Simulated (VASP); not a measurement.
Level of theory: vdW-DF2, VASP's PBE PAW potentials (set 64) (plane waves; VASP 6.6.1).

VASP ran on this input.

File KPOINTS:
```
Automatic mesh
0
Gamma
19 19 19
0 0 0
```

POSCAR:
```
V
1.0
 -1.5201221019   1.5201221019   1.5201221019
  1.5201221019  -1.5201221019   1.5201221019
  1.5201221019   1.5201221019  -1.5201221019
V
1
Direct
  0.0000000000   0.0000000000   0.0000000000
```

### INCAR
```
LORBIT = 11   ! lm-projected
ALGO = Normal   ! blocked Davidson
LMAXMIX = 4   ! l cut-off of mixed one-centre charges
LCHARG = .TRUE.
EDIFF = 1E-7
GGA = ML
AGGAC = 0.0
SYSTEM = V
LUSE_VDW = .TRUE.
ENCUT = 520   ! plane-wave cut-off (eV)
PREC = Accurate
ZAB_VDW = -1.8867
LASPH = .TRUE.
ISIF = 2
NELM = 100   ! most electronic steps
LWAVE = .FALSE.
LREAL = .FALSE.   ! projection in real space or not
ISMEAR = -5   ! tetrahedra, Bloechl
NEDOS = 601   ! DOS grid
```

POTCAR, in this order: V_sv (PBE.64 set). Program: vasp_std.

Output of the run:

OUTCAR:
```
 ion  position               nearest neighbor table
   1  0.000  0.000  0.000-
  LATTYP: Found a body centered cubic cell.
 ALAT       =     3.0402442038
 Subroutine PRICEL returns:
 Original cell was already a primitive cell.
 Subroutine GETGRP returns: Found 48 space group operations
The static configuration has the point symmetry O_h .
The dynamic configuration has the point symmetry O_h .
 Subroutine INISYM returns: Found 48 space group operations
 Subroutine IBZKPT returns following result:
 Found    220 irreducible k-points:

 Following reciprocal coordinates:
            Coordinates               Weight
  0.000000  0.000000  0.000000      1.000000
  0.052632  0.000000  0.000000     12.000000
  0.105263  0.000000  0.000000     12.000000
  0.157895  0.000000  0.000000     12.000000
  0.210526  0.000000  0.000000     12.000000
  0.263158  0.000000  0.000000     12.000000
  0.315789  0.000000  0.000000     12.000000
  0.368421  0.000000  0.000000     12.000000
  0.421053  0.000000  0.000000     12.000000
  0.473684  0.000000  0.000000     12.000000
...
```

OSZICAR:
```
       N       E                     dE             d eps       ncg     rms          rms(c)
DAV:   1     0.912531237986E+02    0.91253E+02   -0.73018E+03  4408   0.141E+03
DAV:   2    -0.463558962635E+01   -0.95889E+02   -0.94054E+02  4524   0.371E+02
DAV:   3    -0.617368136610E+01   -0.15381E+01   -0.15081E+01  4642   0.547E+01
DAV:   4    -0.618470967501E+01   -0.11028E-01   -0.11042E-01  4474   0.469E+00
DAV:   5    -0.618482220528E+01   -0.11253E-03   -0.11262E-03  4580   0.494E-01    0.159E+01
DAV:   6    -0.514726590132E+01    0.10376E+01   -0.46270E+00  4420   0.317E+01    0.150E+00
DAV:   7    -0.513663369499E+01    0.10632E-01   -0.28883E-02  4406   0.312E+00    0.100E+00
DAV:   8    -0.513322731041E+01    0.34064E-02   -0.10058E-02  4408   0.166E+00    0.981E-02
DAV:   9    -0.513336844117E+01   -0.14113E-03   -0.11589E-04  4512   0.157E-01    0.433E-02
DAV:  10    -0.513337550856E+01   -0.70674E-05   -0.46100E-05  4408   0.877E-02    0.327E-03
DAV:  11    -0.513337977840E+01   -0.42698E-05   -0.23538E-07  4198   0.754E-03    0.192E-03
DAV:  12    -0.513338198945E+01   -0.22110E-05   -0.42476E-08  2230   0.258E-03    0.338E-04
DAV:  13    -0.513338221566E+01   -0.22621E-06   -0.41966E-09  2206   0.108E-03    0.656E-05
DAV:  14    -0.513338220834E+01    0.73155E-08   -0.60837E-10  2200   0.441E-04
   1 F= -.51333822E+01 E0= -.51333822E+01  d E =0.000000E+00
```

OUTCAR:
```
------------------------ aborting loop because EDIFF is reached ----------------------------------------
  FORCE on cell =-STRESS in cart. coord.  units (eV):
  Direction    XX          YY          ZZ          XY          YZ          ZX
  --------------------------------------------------------------------------------------
  Total        0.0145211      0.0145211      0.0145211     -0.0000000     -0.0000000     -0.0000000
  in kB        1.6558219      1.6558219      1.6558219     -0.0000000     -0.0000000     -0.0000000
  external PRESSURE =       1.6558219 kB  Pullay stress =       0.0000000 kB
  volume of cell :       14.05
      direct lattice vectors                 reciprocal lattice vectors
    -1.520122102  1.520122102  1.520122102     0.000000000  0.328920946  0.328920946
     1.520122102 -1.520122102  1.520122102     0.328920946  0.000000000  0.328920946
     1.520122102  1.520122102 -1.520122102     0.328920946  0.328920946  0.000000000
 POSITION                                       TOTAL-FORCE (eV/Angst)
 -----------------------------------------------------------------------------------
      0.00000      0.00000      0.00000        -0.000000     -0.000000      0.000000
 -----------------------------------------------------------------------------------
    total drift:                                0.000000     -0.000000      0.000000
  FREE ENERGIE OF THE ION-ELECTRON SYSTEM (eV)
  ---------------------------------------------------
  free  energy   TOTEN  =        -5.1333822083 eV

  energy  without entropy=       -5.1333822083  energy(sigma->0) =       -5.13338221

 total charge

# of ion       s       p       d       tot
------------------------------------------
    1        2.331   6.197   3.104  11.632
```
(Selected blocks of OUTCAR.)

For a metal the tetrahedron method with Blöchl corrections gives inexact stress and forces.

The compound is V in the bcc structure. It was relaxed first. The run is not spin-polarised, so no magnetic state was tried.
